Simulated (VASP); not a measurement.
LiF (rock salt): the band gap from VASP (plane waves, PAW) at several levels of theory. Gaps are without spin-orbit coupling. Each level names its cell: its own relaxed one, PBE's, or the starting one. A gap is the smallest over the k-mesh and a band path; hybrids may have named points in place of the path, and GW has the mesh alone. mBJ is a potential without an energy functional, so only the levels count. The mesh is coarse and the basis finite, so the quasiparticle values are not converged.

| level | band gap (eV) | error against measurement (eV) |
|---|---|---|
| LDA (own cell) | 9.71 | -5.64 |
| PBE (own cell) | 8.91 | -6.44 |
| PBEsol (own cell) | 9.08 | -6.27 |
| RPBE (own cell) | 8.67 | -6.68 |
| AM05 (own cell) | 9.07 | -6.28 |
| PBE-D3(BJ) (own cell) | 9.32 | -6.03 |
| PBE-D4 (own cell) | 9.05 | -6.30 |
| optB88-vdW (own cell) | 9.30 | -6.05 |
| rev-vdW-DF2 (starting cell) | 9.13 | -6.22 |
| revTPSS (own cell) | 9.46 | -5.89 |
| SCAN (own cell) | 10.64 | -4.71 |
| r2SCAN (own cell) | 10.63 | -4.72 |
| r2SCAN+rVV10 (own cell) | 10.67 | -4.68 |
| mBJ (TB09) (PBE cell) | 12.40 | -2.95 |
| HSE06 (PBE cell) | 11.22 | -4.13 |
| HSEsol (PBE cell) | 11.07 | -4.28 |
| PBE0 (PBE cell) | 11.95 | -3.40 |
| B3LYP (PBE cell) | 11.51 | -3.84 |
| Hartree-Fock (PBE cell) | 21.50 | +6.15 |
| G0W0@PBE (starting cell) | 13.50 | -1.85 |
| evGW0@PBE (starting cell) | 14.26 | -1.09 |

Measured: 15.35 eV (as given by Wei Chen et al., Physical Review Materials (2018), doi:10.1103/physrevmaterials.2.073803; zero-point renormalisation of 1.15 eV added back (the table's ZPR column)).

The cell of the LDA (own cell) run:

Space group Fm-3m (No. 225); a = 3.905 Å, b = 3.905 Å, c = 3.905 Å, α = 90.00°, β = 90.00°, γ = 90.00°

```tsv
atom	site	symmetry	x	y	z
Li	4a	m-3m	0.0000	0.0000	0.0000
F	4b	m-3m	0.5000	0.5000	0.5000
```
(The calculation used a cell of 2 atoms; values per cell refer to that cell.)

Only levels that ran to the end are used. Left out are those held back, those with too coarse a band path, GW runs whose mesh misses a band edge, hybrids' fits of cells that aren't cubic and levels without matching references; a question may draw on a part of the rest.

The compound is LiF in the rock salt structure.
